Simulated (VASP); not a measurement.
Given:

```
HfB2
1.0
    1.56601    -2.71241     0.00000
    1.56601     2.71241     0.00000
    0.00000     0.00000     3.48212
Hf B
1 2
Direct
  0.00000   0.00000   0.00000
  0.33333   0.66667   0.50000
  0.66667   0.33333   0.50000
```

The numbers are results of r2SCAN meta-GGA, VASP's PBE PAW potentials (set 64) (plane waves; VASP), not measurements. Run with 520 eV cut-off, 13×13×10 Γ-centred mesh, tetrahedra with Blöchl corrections, potentials Hf_pv B.

The cores are frozen, which limits the accuracy of field gradients.

### Question
Give the principal components of the electric field gradient (V/Å²) and the asymmetry η at each nucleus.

### Answer

```json
[
 {"atom": "Hf1", "Vxx": "-38.2", "Vyy": "-38.2", "Vzz": "76.4", "η": "0.00"},
 {"atom": "B2", "Vxx": "-0.9", "Vyy": "-0.9", "Vzz": "1.8", "η": "0.00"},
 {"atom": "B3", "Vxx": "-0.9", "Vyy": "-0.9", "Vzz": "1.8", "η": "0.00"}
]
```

The compound is HfB2 in the AlB2 type structure. It was relaxed first.
